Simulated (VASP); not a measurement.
Energy against volume of Lu (hcp). Method: SCAN meta-GGA, VASP's PBE PAW potentials (set 64) (plane waves; VASP). Numerical set-up: 520 eV cut-off, 12×12×7 Γ-centred mesh, first-order Methfessel-Paxton smearing of 0.10 eV, potentials Lu_3.

Shape and ions are relaxed at each volume.

```csv
V (Å³/atom),E (eV/atom)
27.123,-55.34992
27.961,-55.35805
28.800,-55.35796
29.639,-55.35051
```

**Question.** Fit these four points and predict the energy of the run at 26.284 Å³/atom.

**Answer.** A cubic in V^(−2/3), the third-order Birch-Murnaghan form, passes through the four points with V0 = 28.37 Å³/atom and B0 = 50 GPa, and gives -55.3326 eV/atom there. The run gave -55.3327 eV/atom, -0.1 meV/atom from the fit; all five points give B0 = 50 GPa.

The compound is Lu in the hcp structure. It was relaxed first.
